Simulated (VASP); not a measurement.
# MgO: structure and properties in VASP

Aim: relax MgO with r2SCAN, compute its properties on that cell and hold them against experiment. The steps: relaxing cell and atoms (r2SCAN), second relaxation, single point with fields (r2SCAN), bands along the symmetry lines (r2SCAN), density of states (r2SCAN), zone-centre phonons (r2SCAN), dielectric tensor and Born charges (r2SCAN), optical spectrum (r2SCAN), band structure (HSE06) and bands along the symmetry lines (TB-mBJ). Left out of this account: 1 further run (core levels: core levels are not valid at this level). The start is a cell from a database of measured crystal structures.

Method: r2SCAN; plane waves and PAW (Mg, O), in the first sound run; inputs show where later runs differ, in VASP 6.6.1.

Experimental background.

“Fully strained epitaxial Ti1-xMgxN(001) layers” (2019, arxiv:1901.10525) reports for MgO, rock salt, by XRD reciprocal space map, 113 reflection (commercial single-crystal MgO(001) substrate): lattice constant a (cubic lattice constant of substrate) 4.212 ± 0.001 Å.

“Electronic structure of alkaline earth and post-transition metal oxides” (2009, arxiv:0908.1581) quotes from earlier work for MgO, rocksalt (bulk crystal): band gap (literature experimental gap) 7.83 eV [Literature value based on experiment; other listed experimental values range from 7.7 to …].

For MgO, rocksalt (wedged single crystal slab, 295 K), “Infrared Optical Properties of Ferropericlase (Mg1-xFexO): Experiment and Theory” (2007, arxiv:0704.2267) gives, by infrared reflectance, oscillator fit: ε∞ (high-frequency dielectric constant) 2.95 ± 0.1; infrared mode (TO phonon at Gamma (T1u)) 396.5 cm⁻¹.

Most raw output is cut from this account.

## Step 1: The starting structure

Before any relaxation, the start is as follows. It takes space group Fm-3m (No. 225, cubic). Conventional cell: a = 4.212 Å, b = 4.212 Å, c = 4.212 Å, α = 90.00°, β = 90.00°, γ = 90.00°. Nearest to Mg lie 6 O at 2.11 Å. Nearest to O lie 6 Mg at 2.11 Å. Farther neighbours and most contacts between anions are not listed.

## Step 2: Relaxing cell and atoms (r2SCAN)

Properties are meant for the cell that this level of theory prefers, so cell and atoms are relaxed first (ISIF = 3) until forces and stress are small; EDIFFG sets the threshold. r2SCAN adds the kinetic-energy density, costs more than a GGA and is run with LASPH.

File INCAR:

```
SYSTEM = MgO
PREC = Accurate
ENCUT = 520
EDIFF = 1E-06
NELM = 100
ISMEAR = 0
SIGMA = 0.05
LREAL = .FALSE.
ALGO = Normal
METAGGA = R2SCAN
LASPH = .TRUE.
NBANDS = 10
LORBIT = 11
LWAVE = .FALSE.
LCHARG = .FALSE.
KPAR = 2
IBRION = 2
NSW = 60
ISIF = 3
EDIFFG = -0.01
```

File POSCAR:

```
MgO
1.0
    0.0000000000      2.1060700000      2.1060700000
    2.1060700000      0.0000000000      2.1060700000
    2.1060700000      2.1060700000      0.0000000000
Mg O
1 1
Direct
    0.0000000000      0.0000000000      0.0000000000
    0.5000000000      0.5000000000      0.5000000000
```

File KPOINTS:

```
Automatic mesh
0
Gamma
8 8 8
0 0 0
```

The projector-augmented-wave data sets are Mg and O (PBE family, release 64).

Run with:

```sh
$ mpirun -np 2 vasp_std
```

Run time: 27 s. Hardware: 2 MPI ranks of Intel Xeon Platinum 8259CL at 2.50GHz (Skylake/Cascade Lake), shared host; peak memory 0.27 GiB.

The gap is read on the k-mesh alone, so it is an upper bound where the band edges lie off the mesh. The PAW data sets were made with PBE, which is usual practice but a small mismatch for other functionals. The run keeps the 48 symmetry operations of its start, so it cannot find a distortion of lower symmetry.

The steps of the relaxation:

| step | energy less that of the first step (eV) | largest force (eV/Å) | pressure (GPa) | volume (Å³) |
| --- | --- | --- | --- | --- |
| 1 | 0.0000 | 0.0000 | -2.05 | 18.68 |
| 2 | -0.0012 | 0.0000 | 0.87 | 18.36 |
| 3 | -0.0015 | 0.0000 | 0.01 | 18.45 |

| conventional cell, symmetrised | before | after | change |
| --- | --- | --- | --- |
| a (Å) | 4.212 | 4.195 | -0.4 % |
| b (Å) | 4.212 | 4.195 | -0.4 % |
| c (Å) | 4.212 | 4.195 | -0.4 % |
| volume (Å³/atom) | 9.34 | 9.23 | -1.2 % |

The relaxed structure:

```cif
data_structure
_symmetry_space_group_name_H-M 'P 1'
_symmetry_Int_Tables_number 1
_cell_length_a 2.9662
_cell_length_b 2.9662
_cell_length_c 2.9662
_cell_angle_alpha 60.000
_cell_angle_beta 60.000
_cell_angle_gamma 60.000
_cell_volume 18.45
loop_
_atom_site_label
_atom_site_type_symbol
_atom_site_fract_x
_atom_site_fract_y
_atom_site_fract_z
_atom_site_occupancy
Mg1 Mg 0.00000 0.00000 0.00000 1
O2 O 0.50000 0.50000 0.50000 1
```

This step gave:

```
electrons                       : 8
bands                           : 10
irreducible k-points            : 29
symmetry operations             : 48
free energy (TOTEN)             : -16.16 eV
Fermi energy                    : 3.11 eV
pressure                        : 0.01083 GPa
metallic                        : no
valence top at k                : 0, 0, 0
conduction bottom at k          : 0, 0, 0
least direct gap at k           : 0, 0, 0
SCF cycles over all ionic steps : 25
gap on the k-mesh               : 5.730 eV
least direct gap on the k-mesh  : 5.730 eV
```

It ends with forces that vanish by symmetry and a pressure of 0.01 GPa. The volume lies -1.2 % from that of the database's start, which holds the thermal and zero-point expansion of its experiment.

## Step 3: Second relaxation

The basis stayed that of the start cell while the cell moved. A rerun from the cell reached resets it; the error of the finite cutoff stays.

INCAR is that of step 2.

File POSCAR:

```
MgO
1.0
    0.0000000000      2.0973980938      2.0973980938
    2.0973980938      0.0000000000      2.0973980938
    2.0973980938      2.0973980938      0.0000000000
Mg O
1 1
Direct
    0.0000000000      0.0000000000      0.0000000000
    0.5000000000      0.5000000000      0.5000000000
```

KPOINTS is that of step 2.

Run with:

```sh
$ mpirun -np 2 vasp_std
```

It took 13 s on 2 MPI ranks; peak memory 0.26 GiB.

Little changed from the start: no atom moved by 0.005 Å and no cell edge by 0.1 %.

Numbers from this step:

```yaml
fermi_energy: 3.110 eV
pressure: 0.01319 GPa
scf_cycles_over_all_ionic_steps: 13
```

It ends with forces that vanish by symmetry and a pressure of 0.01 GPa. The volume moved by under 0.01 %: the run met its threshold at the first step.

## Step 4: Single point with fields (r2SCAN)

A single point on the relaxed cell gives a clean self-consistent state, with density, ELF and potential written out.

INCAR, as its differences from that of step 3:

```diff
@@ -14,7 +14,5 @@
 LWAVE = .FALSE.
-LCHARG = .FALSE.
-KPAR = 2
-IBRION = 2
-NSW = 60
-ISIF = 3
-EDIFFG = -0.01
+LCHARG = .TRUE.
+ISIF = 2
+LELF = .TRUE.
+LVHAR = .TRUE.
```

POSCAR is that of step 3.

KPOINTS is that of step 3.

Run with:

```sh
$ mpirun -np 2 vasp_std
```

Wall time 13 s (2 MPI ranks); peak memory 0.24 GiB.

This step gave:

- SCF cycles: 13

Valence electrons inside each PAW sphere by angular momentum. Sphere charges, by row:

| atom | s (e) | p (e) | d (e) | tot (e) |
| --- | --- | --- | --- | --- |
| Mg1 | 0.141 | 0.178 | 0.076 | 0.395 |
| O2 | 1.545 | 3.595 | 0 | 5.14 |

Electrostatic potential energy in the ac plane of the conventional cell at fractional y = 0.000, with atoms of Mg and O within 0.2 Å of it. With pseudopotentials it is smooth inside the atoms' cores, unlike the true potential.

Ten even steps from '_' (-49 eV) to '@' (3 eV), each cell a mean:
```
++++##%%@@++____::%%@@%%**++
****%%@@@@@@++==##@@@@%%##**
##%%@@@@@@@@@@@@@@@@@@@@%%%%
@@@@@@@@@@@@%%%%@@@@@@@@@@@@
##@@@@@@@@%%##**##%%@@@@@@%%
..==@@@@%%**++++**##@@@@##::
__..##@@##**++==++**%%@@==__
__::%%@@%%**++++++##%%@@++__
==##@@@@%%##******%%@@@@@@++
@@@@@@@@@@%%%%##%%@@@@@@@@@@
%%@@@@@@@@@@@@@@@@@@@@@@@@%%
**##%%@@@@@@%%##@@@@@@@@%%##
++**##@@@@##::..==@@@@%%**++
==++**%%@@==____..##@@##**++
```
Columns run along a (4.2 Å; values clipped at the 3rd and 97th percentile), rows up along c (4.2 Å), edges of the conventional cell, whose origin can differ from the input's. Atoms in or near the plane, at fractional coordinates: Mg at (0.00, 0.00), Mg at (0.50, 0.50), O at (0.50, 0.00), O at (0.00, 0.50).

Valence density in the ac plane of the conventional cell at fractional y = 0.000, with atoms of Mg and O within 0.2 Å of it. It is the smooth field of the valence electrons, not physical close to the nuclei.

Ten even steps from '_' (0.0 e/Å³) to '@' (7.5 e/Å³), each cell a mean:
```
__________::**%%++..________
__________..::--::__________
______________..____________
____________________________
::..______________________..
**--..__________________::++
@@**::________________..--%%
%%++..__________________::**
--::____________________..::
..__________________________
____________________________
____________..::..__________
__________::++**--..________
________..--%%@@**::________
```
Columns run along a (4.2 Å), rows up along c (4.2 Å), edges of the conventional cell, whose origin can differ from the input's. Atoms in or near the plane, at fractional coordinates: Mg at (0.00, 0.00), Mg at (0.50, 0.50), O at (0.50, 0.00), O at (0.00, 0.50).

ELF in the ac plane of the conventional cell at fractional y = 0.000, with atoms of Mg and O within 0.2 Å of it. It is the smooth field of the valence electrons, not physical close to the nuclei.

Values, 14 rows by 14 columns, each cell a mean:
```
0.00 0.01 0.15 0.50 0.75 0.81 0.68 0.60 0.77 0.81 0.67 0.33 0.05 0.00
0.07 0.04 0.08 0.31 0.61 0.78 0.81 0.81 0.82 0.74 0.49 0.17 0.04 0.05
0.39 0.27 0.13 0.14 0.35 0.61 0.75 0.78 0.71 0.51 0.22 0.10 0.17 0.33
0.70 0.60 0.37 0.16 0.14 0.31 0.50 0.55 0.42 0.20 0.11 0.22 0.49 0.67
0.81 0.78 0.64 0.37 0.13 0.08 0.15 0.18 0.10 0.07 0.20 0.51 0.74 0.81
0.72 0.79 0.78 0.60 0.27 0.04 0.01 0.01 0.01 0.10 0.42 0.71 0.82 0.77
0.46 0.72 0.81 0.70 0.39 0.07 0.00 0.00 0.01 0.18 0.55 0.78 0.81 0.60
0.60 0.77 0.81 0.67 0.33 0.05 0.00 0.00 0.01 0.15 0.50 0.75 0.81 0.68
0.81 0.82 0.74 0.49 0.17 0.04 0.05 0.07 0.04 0.08 0.31 0.61 0.78 0.81
0.78 0.71 0.51 0.22 0.10 0.17 0.33 0.39 0.27 0.13 0.14 0.35 0.61 0.75
0.55 0.42 0.20 0.11 0.22 0.49 0.67 0.70 0.60 0.37 0.16 0.14 0.31 0.50
0.18 0.10 0.07 0.20 0.51 0.74 0.81 0.81 0.78 0.64 0.37 0.13 0.08 0.15
0.01 0.01 0.10 0.42 0.71 0.82 0.77 0.72 0.79 0.78 0.60 0.27 0.04 0.01
0.00 0.01 0.18 0.55 0.78 0.81 0.60 0.46 0.72 0.81 0.70 0.39 0.07 0.00
```
Columns run along a (4.2 Å), rows up along c (4.2 Å), edges of the conventional cell, whose origin can differ from the input's. Atoms in or near the plane, at fractional coordinates: Mg at (0.00, 0.00), Mg at (0.50, 0.50), O at (0.50, 0.00), O at (0.00, 0.50).

In this run the pressure is 0.01 GPa, small enough to go on.

## Step 5: Bands along the symmetry lines (r2SCAN)

The mesh alone shows little of the dispersion and can miss band extrema, so KPOINTS_OPT adds a path through the symmetry points after the self-consistent cycle.

File INCAR:

```
SYSTEM = MgO
PREC = Accurate
ENCUT = 520
EDIFF = 1E-06
NELM = 100
ISMEAR = 0
SIGMA = 0.05
LREAL = .FALSE.
ALGO = Normal
METAGGA = R2SCAN
LASPH = .TRUE.
NBANDS = 16
LORBIT = 11
LWAVE = .FALSE.
LCHARG = .FALSE.
KPAR = 2
```

POSCAR is that of step 4.

KPOINTS is that of step 4.

File KPOINTS_OPT:

```
Line mode
16
Line-mode
Reciprocal
  0.00000000   0.00000000   0.00000000 GAMMA
  0.50000000   0.00000000   0.50000000 X

  0.50000000   0.00000000   0.50000000 X
  0.50000000   0.25000000   0.75000000 W

  0.50000000   0.25000000   0.75000000 W
  0.37500000   0.37500000   0.75000000 K

  0.37500000   0.37500000   0.75000000 K
  0.00000000   0.00000000   0.00000000 GAMMA

  0.00000000   0.00000000   0.00000000 GAMMA
  0.50000000   0.50000000   0.50000000 L

  0.50000000   0.50000000   0.50000000 L
  0.62500000   0.25000000   0.62500000 U

  0.62500000   0.25000000   0.62500000 U
  0.50000000   0.25000000   0.75000000 W

  0.50000000   0.25000000   0.75000000 W
  0.50000000   0.50000000   0.50000000 L

  0.50000000   0.50000000   0.50000000 L
  0.37500000   0.37500000   0.75000000 K

  0.62500000   0.25000000   0.62500000 U
  0.50000000   0.00000000   0.50000000 X
```

Run with:

```sh
$ mpirun -np 2 vasp_std
```

Run time: 39 s. Hardware: 2 MPI ranks; peak memory 0.27 GiB; 77 s of CPU time.

This step gave:

```yaml
bands: 16
fermi_energy: 3.228 eV
pressure: 0.002824 GPa
least_gap_on_mesh_and_path: 5.729 eV
least_direct_gap_on_mesh_and_path: 5.730 eV
```

Electronic bands along the path, in eV, zero at the valence-band top; v1 is the highest filled band, c1 the lowest empty one:

| point | v3 | v2 | v1 | c1 | c2 |
| --- | --- | --- | --- | --- | --- |
| Γ | 0.00 | 0.00 | 0.00 | 5.73 | 16.91 |
| 0.47 of the way | -2.44 | -0.69 | -0.69 | 8.85 | 12.45 |
| X | -4.15 | -1.39 | -1.39 | 10.05 | 11.20 |
| 0.47 of the way | -3.89 | -1.88 | -1.58 | 10.88 | 12.01 |
| W | -3.00 | -3.00 | -1.80 | 12.78 | 12.78 |
| 0.47 of the way | -3.39 | -2.74 | -1.53 | 11.79 | 13.25 |
| K | -3.55 | -2.74 | -1.19 | 11.12 | 13.07 |
| 0.47 of the way | -3.11 | -1.36 | -0.47 | 9.51 | 13.00 |
| Γ | 0.00 | 0.00 | 0.00 | 5.73 | 16.91 |
| 0.47 of the way | -2.43 | -0.32 | -0.32 | 7.93 | 13.83 |
| L | -4.67 | -0.69 | -0.69 | 8.88 | 13.95 |
| 0.47 of the way | -4.25 | -1.65 | -0.86 | 10.15 | 13.62 |
| U | -3.55 | -2.74 | -1.19 | 11.12 | 13.07 |
| 0.47 of the way | -3.43 | -2.74 | -1.46 | 11.65 | 13.21 |
| W | -3.00 | -3.00 | -1.80 | 12.78 | 12.78 |
| 0.47 of the way | -3.97 | -2.09 | -1.07 | 10.91 | 13.39 |
| L | -4.67 | -0.69 | -0.69 | 8.88 | 13.95 |
| 0.53 of the way | -4.13 | -1.88 | -0.90 | 10.44 | 13.54 |
| K | -3.55 | -2.74 | -1.19 | 11.12 | 13.07 |
| jump to U | -3.55 | -2.74 | -1.19 | 11.12 | 13.07 |
| 0.47 of the way | -3.98 | -1.89 | -1.33 | 10.51 | 11.80 |
| X | -4.15 | -1.39 | -1.39 | 10.05 | 11.20 |

Of the projections kept (Mg, O), the largest for each band there; the rest of the weight can lie on other orbitals:

| point | v3 | v2 | v1 | c1 | c2 |
| --- | --- | --- | --- | --- | --- |
| Γ | O 0.98 | O 0.98 | O 0.98 | O 0.51 | Mg 1.00 |
| X | O 0.85 | O 0.93 | O 0.93 | Mg 1.00 | Mg 0.90 |
| W | O 0.88 | O 0.88 | O 0.90 | O 0.67 | O 0.67 |
| K | O 0.86 | O 0.87 | O 0.94 | Mg 0.68 | Mg 0.69 |
| Γ | O 0.98 | O 0.98 | O 0.98 | O 0.51 | Mg 1.00 |
| L | O 0.80 | O 0.96 | O 0.96 | Mg 0.63 | O 0.71 |

The path finds the gap of the mesh within 0.02 eV, so the mesh comes close to both band edges.

## Step 6: Density of states (r2SCAN)

A density of states needs more k-points than a total energy; ISMEAR = -5 takes tetrahedra, and LORBIT projects the states on the PAW spheres. The mesh is finer than in the run before.

INCAR, as its differences from that of step 5:

```diff
@@ -5,3 +5,3 @@
 NELM = 100
-ISMEAR = 0
+ISMEAR = -5
 SIGMA = 0.05
@@ -16 +16,2 @@
 KPAR = 2
+NEDOS = 2001
```

POSCAR is that of step 5.

File KPOINTS:

```
Automatic mesh
0
Gamma
12 12 12
0 0 0
```

Run with:

```sh
$ mpirun -np 2 vasp_std
```

Elapsed: 31 s, on 2 MPI ranks; peak memory 0.29 GiB; 60 s of CPU time.

This step gave:

```
irreducible k-points : 72
Fermi energy         : 2.880 eV
pressure             : 0.002550 GPa
```

The density of states has structure finer than the step of the table below, so its rows give means over 1 eV, whole bins alone (the curve runs from -12.0 to 13.7 eV). Peaks (eV: height): total -3.7: 2.60, -0.7: 2.90, 11.1: 0.899, 13.1: 1.59; O p -3.7: 1.26, -0.7: 2.02, 13.1: 0.412; Mg p -3.7: 0.0955, -1.3: 0.075, 11.1: 0.071, 13.1: 0.0635; Mg s -3.6: 0.125, 11.4: 0.0833, 13.1: 0.114, 13.6: 0.160; O s -3.6: 0.0242, 9.1: 0.0557.

States under -12.0 eV and over 13.7 eV are left out. The density of states by energy, zero at the valence-band top; means over each step; values in states/eV/cell:

| energy (eV) | total | O p | Mg p | Mg s | O s |
| --- | --- | --- | --- | --- | --- |
| -6 | 0 | 0 | 0 | 0 | 0 |
| -5 | 0.0199 | 0.00895 | 7.1e-5 | 0.00190 | 4.1e-5 |
| -4 | 1.29 | 0.620 | 0.0411 | 0.0688 | 0.00949 |
| -3 | 0.734 | 0.379 | 0.0225 | 0.0298 | 0.0107 |
| -2 | 1.08 | 0.643 | 0.0397 | 0.0140 | 0.00570 |
| -1 | 2.48 | 1.67 | 0.0489 | 0.00908 | 0.00233 |
| 0 | 0.392 | 0.283 | 0.00539 | 9.1e-5 | 1.4e-4 |
| 1 | 0 | 0 | 0 | 0 | 0 |
| 2 | 0 | 0 | 0 | 0 | 0 |
| 3 | 0 | 0 | 0 | 0 | 0 |
| 4 | 0 | 0 | 0 | 0 | 0 |
| 5 | 0 | 0 | 0 | 0 | 0 |
| 6 | 0.0123 | 8.4e-4 | 1.3e-4 | 0.00268 | 0.00274 |
| 7 | 0.0557 | 0.00693 | 0.00144 | 0.0106 | 0.0109 |
| 8 | 0.122 | 0.0196 | 0.00582 | 0.0192 | 0.0203 |
| 9 | 0.340 | 0.0448 | 0.0352 | 0.0300 | 0.0434 |
| 10 | 0.514 | 0.0720 | 0.0523 | 0.0335 | 0.0473 |
| 11 | 0.848 | 0.106 | 0.0630 | 0.0523 | 0.0402 |
| 12 | 0.596 | 0.0924 | 0.0230 | 0.0668 | 0.0138 |
| 13 | 1.18 | 0.298 | 0.0420 | 0.0882 | 0.00581 |

The gap on this mesh is 5.73 eV. In the top eV of the valence band the largest shares in the PAW spheres are O p 70 %; in the lowest eV of the conduction band, O s 22 %, Mg s 21 % and O p 8 %. The rest lies in smaller channels or between the spheres.

## Step 7: Zone-centre phonons (r2SCAN)

Zone-centre modes test whether the atoms sit at a minimum within this cell. IBRION = 6 takes the force constants from differences of forces between displaced cells, so the forces must be tight.

File INCAR:

```
SYSTEM = MgO
PREC = Accurate
ENCUT = 520
EDIFF = 1E-08
NELM = 100
ISMEAR = 0
SIGMA = 0.05
LREAL = .FALSE.
ALGO = Normal
METAGGA = R2SCAN
LASPH = .TRUE.
NBANDS = 10
LORBIT = 11
LWAVE = .FALSE.
LCHARG = .FALSE.
KPAR = 2
IBRION = 6
NFREE = 2
POTIM = 0.015
ISIF = 2
NSW = 1
```

POSCAR is that of step 6.

File KPOINTS:

```
Automatic mesh
0
Gamma
8 8 8
0 0 0
```

Run with:

```sh
$ mpirun -np 2 vasp_std
```

Wall time 65 s (2 MPI ranks); peak memory 0.29 GiB.

The last energy, forces, stress and levels in OUTCAR belong to the last displaced cell, not to the cell of POSCAR.

Numbers from this step:

```
bands                     : 10
irreducible k-points      : 29
pressure of the cell      : 0.01134 GPa
largest force of the cell : 0 eV/Å
```

Transverse limit, no LO-TO splitting. The modes at Γ (shares of kinetic energy by element, %):

| mode | frequency (cm⁻¹) | symmetry | Mg % | O % |
| --- | --- | --- | --- | --- |
| 1 | -2.3 | acoustic | 61 | 39 |
| 2 | -2.3 | acoustic | 61 | 39 |
| 3 | -2.3 | acoustic | 61 | 39 |
| 4 | 407.6 | T1u | 39 | 61 |
| 5 | 407.6 | T1u | 39 | 61 |
| 6 | 407.6 | T1u | 39 | 61 |

Displacements in mode 5 (407.6 cm⁻¹), the largest set to 1:
```
Mg1  0.00  0.00 -0.65
O2   0.00  0.00  1.00
```

The three acoustic modes lie within 2.3 cm⁻¹ of zero, and all others are real. By the characters of their eigenvectors the optical modes sort into (cm⁻¹) infrared active: T1u 408.

## Step 8: Dielectric tensor and Born charges (r2SCAN)

The response to a static field gives the electronic dielectric tensor and the Born charges. It needs tightly converged orbitals, hence the small EDIFF.

File INCAR:

```
SYSTEM = MgO
PREC = Accurate
ENCUT = 520
EDIFF = 1E-07
NELM = 100
ISMEAR = 0
SIGMA = 0.01
LREAL = .FALSE.
ALGO = Normal
METAGGA = R2SCAN
LASPH = .TRUE.
NBANDS = 10
LORBIT = 11
LWAVE = .FALSE.
LCHARG = .FALSE.
LCALCEPS = .TRUE.
LPEAD = .TRUE.
```

POSCAR is that of step 7.

File KPOINTS:

```
Automatic mesh
0
Gamma
6 6 6
0 0 0
```

Run with:

```sh
$ mpirun -np 2 vasp_std
```

Wall time 3.1 min (2 MPI ranks); peak memory 0.31 GiB.

Energies printed during the response cycles are not total energies of the cell.

Numbers from this step:

| Property | Result |
| --- | --- |
| irreducible k-points | 16 |

Electronic dielectric tensor with local fields:

```
2.88 0.00 0.00
0.00 2.88 0.00
0.00 0.00 2.88
```

Born effective charge (e), principal values of the symmetric part by kind of site:

| atom | atoms with these values | low | middle | high | mean |
| --- | --- | --- | --- | --- | --- |
| Mg1 | 1 | 1.90 | 1.90 | 1.90 | 1.90 |
| O2 | 1 | -1.90 | -1.90 | -1.90 | -1.90 |

In full for O2:

```
-1.90  0.00  0.00
 0.00 -1.90  0.00
 0.00  0.00 -1.90
```

The Born charges sum to zero; the printed set may have that rule imposed, so this is no test. Born charges and mode vectors give each infrared mode its dipole; summed over the modes, dipole squared over frequency squared adds 6.01 to the electronic 2.88, for a mean static constant of 8.90. With one infrared mode the Lyddane-Sachs-Teller relation, LO/TO = (ε0/ε∞)^½, puts the longitudinal line at 717 cm⁻¹. The mean Born charge of O, -1.90 e, lies near its nominal -2, though a dynamic charge doesn't by itself measure how ionic a bond is.

(Continued in part 2 of 2.)

[Lines on the potential files, build, host, timing and source positions are cut from VASP's logs without a mark.]

[Logs are printed without paths, hosts, clocks, repeated set-up lines and the standing remarks that a program may print on its own settings, such as how far it seeks lower states.]

[Hosts, paths, dates, database ids (printed as entryN), source tags and the programs' standing remarks are cut or masked in the printed files.]

[A measured line is paired with the nearest computed mode of its activity, which favours agreement.]
